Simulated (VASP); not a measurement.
Output of a VASP run:

### OSZICAR
```
       N       E                     dE             d eps       ncg     rms          rms(c)
DAV:   1     0.117693959015E+03    0.11769E+03   -0.76133E+03  2908   0.130E+03
DAV:   2    -0.513751377007E+01   -0.12283E+03   -0.11975E+03  3072   0.451E+02
DAV:   3    -0.103394528483E+02   -0.52019E+01   -0.49636E+01  4312   0.775E+01
DAV:   4    -0.106183420337E+02   -0.27889E+00   -0.27498E+00  4088   0.165E+01
DAV:   5    -0.106293680567E+02   -0.11026E-01   -0.11012E-01  4422   0.269E+00    0.718E+00
DAV:   6    -0.102535511440E+02    0.37582E+00   -0.74968E-01  4490   0.116E+01    0.253E+00
DAV:   7    -0.102109769032E+02    0.42574E-01   -0.23080E-01  4544   0.641E+00    0.956E-01
DAV:   8    -0.102164223974E+02   -0.54455E-02   -0.12642E-02  3350   0.174E+00    0.490E-02
DAV:   9    -0.102164758945E+02   -0.53497E-04   -0.11452E-03  5100   0.364E-01    0.471E-02
DAV:  10    -0.102164964619E+02   -0.20567E-04   -0.27687E-05  3580   0.848E-02    0.180E-02
DAV:  11    -0.102164892781E+02    0.71838E-05   -0.71727E-06  3214   0.550E-02    0.332E-03
DAV:  12    -0.102164891302E+02    0.14792E-06   -0.39175E-07  4336   0.841E-03    0.111E-03
DAV:  13    -0.102164889608E+02    0.16942E-06   -0.12476E-08  1724   0.177E-03    0.240E-04
DAV:  14    -0.102164889563E+02    0.44347E-08   -0.35495E-09  1676   0.131E-03
   1 F= -.10956619E+02 E0= -.10956401E+02  d E =-.654164E-03
```

File OUTCAR:
```
------------------------ aborting loop because EDIFF is reached ----------------------------------------
 Edisp (eV)   -0.74013
  FORCE on cell =-STRESS in cart. coord.  units (eV):
  Direction    XX          YY          ZZ          XY          YZ          ZX
  --------------------------------------------------------------------------------------
  Total      -0.60098    -0.60098    -0.60098     0.00000     0.00000    -0.00000
  in kB     -53.76589   -53.76589   -53.76589     0.00000     0.00000    -0.00000
  external pressure =      -53.77 kB  Pullay stress =        0.00 kB
  volume of cell :       17.91
      direct lattice vectors                 reciprocal lattice vectors
    -1.648165218  1.648165218  1.648165218     0.000000000  0.303367644  0.303367644
     1.648165218 -1.648165218  1.648165218     0.303367644  0.000000000  0.303367644
     1.648165218  1.648165218 -1.648165218     0.303367644  0.303367644  0.000000000
 POSITION                                       TOTAL-FORCE (eV/Angst)
 -----------------------------------------------------------------------------------
      0.00000      0.00000      0.00000         0.000000      0.000000      0.000000
 -----------------------------------------------------------------------------------
    total drift:                               -0.000000      0.000000      0.000000
  FREE ENERGIE OF THE ION-ELECTRON SYSTEM (eV)
  ---------------------------------------------------
  free  energy   TOTEN  =       -10.9566185854 eV

  energy  without entropy=      -10.9559644213  energy(sigma->0) =      -10.95640053
```
(Selected blocks of OUTCAR.)

### POSCAR
```
Nb
1
   -1.6481652183     1.6481652183     1.6481652183
    1.6481652183    -1.6481652183     1.6481652183
    1.6481652183     1.6481652183    -1.6481652183
Nb
1
Direct
  0.0000000000   0.0000000000   0.0000000000
```

**Question.** Write an INCAR and KPOINTS that could have produced this output.

**Answer.** One answer among several that fit: the input of the run itself, PBE GGA with D3 dispersion (Becke-Johnson damping), plane waves, VASP's PBE PAW potentials (set 64).

**KPOINTS**
```
Automatic mesh
0
Gamma
16 16 16
0 0 0
```

**INCAR**
```
! general
SYSTEM  = Nb
PREC    = Accurate
ENCUT   = 520
LREAL   = .FALSE.
LASPH   = .TRUE.

! electronic loop
EDIFF   = 1E-7
NELM    = 100
ALGO    = Normal
LMAXMIX = 4

! smearing
ISMEAR  = 1
SIGMA   = 0.1

! functional
GGA     = PE
IVDW    = 12

! ions
ISIF    = 2

! output
LWAVE   = .FALSE.
LCHARG  = .FALSE.
```

POTCAR, in this order: Nb_sv (PBE.64 set). Program: vasp_std.

The compound is Nb in the bcc structure. This cell is one point of a volume scan, at 1.03 of the reference volume.
